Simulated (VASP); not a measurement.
The input files of a VASP run:

INCAR:
```
LMAXMIX  =  6
LWAVE  =  .FALSE.
ENCUT  =  180   ! plane-wave cut-off (eV)
SYSTEM  =  Os
ALGO  =  Normal   ! blocked Davidson
ISIF  =  2   ! forces and stress, cell fixed
LREAL  =  .FALSE.   ! projection in real space or not
SIGMA  =  0.1
EDIFF  =  1E-03   ! SCF stop (eV)
NELM  =  100   ! most electronic steps
LASPH  =  .TRUE.
ISMEAR  =  0   ! Gaussian
PREC  =  Accurate
LCHARG  =  .FALSE.
```

POSCAR:
```
Os
1
    2.7230030000     0.0000000000     0.0000000000
   -1.3615020000     2.3581900000     0.0000000000
    0.0000000000     0.0000000000     8.7612800000
Os
4
Direct
 -0.0128760000  -0.0135480000  -0.0002550000
  0.0344390000   0.0169210000   0.4971350000
  0.3516310000   0.6785570000   0.2526080000
  0.6268060000   0.3180700000   0.7505120000
```

KPOINTS:
```
Automatic mesh
0
Gamma
1 1 1
0.5 0.5 0.5
```

POTCAR, in this order: Os (LDA.64 set). Program: vasp_std.

Question: Write an equivalent input for Ansatz.

Answer: One equivalent input (not run):
Ansatz 0.2 input:
```yaml
crystal:
  lattice:
    - [2.7230030, 0.0000000, 0.0000000]
    - [-1.3615020, 2.3581900, 0.0000000]
    - [0.0000000, 0.0000000, 8.7612800]
  atoms:
    - { symbol: Os, position: [-0.0128760, -0.0135480, -0.0002550] }
    - { symbol: Os, position: [0.0344390, 0.0169210, 0.4971350] }
    - { symbol: Os, position: [0.3516310, 0.6785570, 0.2526080] }
    - { symbol: Os, position: [0.6268060, 0.3180700, 0.7505120] }
kpoints:
  mp_grid: { grid: [1, 1, 1], shift: [0.5, 0.5, 0.5] }
hamiltonian:
  xc: lda
  pseudopotentials: { kind: paw }
scf:
  occupations: { method: gaussian, width: 0.1 }
  max_iter: 100
output: { forces: true, stress: true, eigenvalues: true }
```
Limits of the translation: each code has its own PAW files, so the cut-off isn't converted (ENCUT is set for VASP's; basis.ecutwfc is left out, and Ansatz then takes the one that its files recommend); Ansatz stops its SCF on the density residual and VASP on the energy change (EDIFF); Ansatz's lda is the Perdew-Wang form, while the LDA potentials of VASP carry Perdew-Zunger's.

The structure was generated: Os was put into an ordered model structure, which need not be its known phase. The cell was not relaxed at this level, atoms are displaced from their ideal sites. The k-mesh is coarse (spacing up to 2.66 per Å, 2π included), so the numbers may not be converged in it. The run is one of a series of settings (EDIFF = 1E-03, ENCUT = 180, GGA removed, KPOINTS 1×1×1 Γ-centred mesh shifted by (0.5, 0.5, 0.5), POTCAR Os (LDA.64 set) against the base run), some of them coarse on purpose.
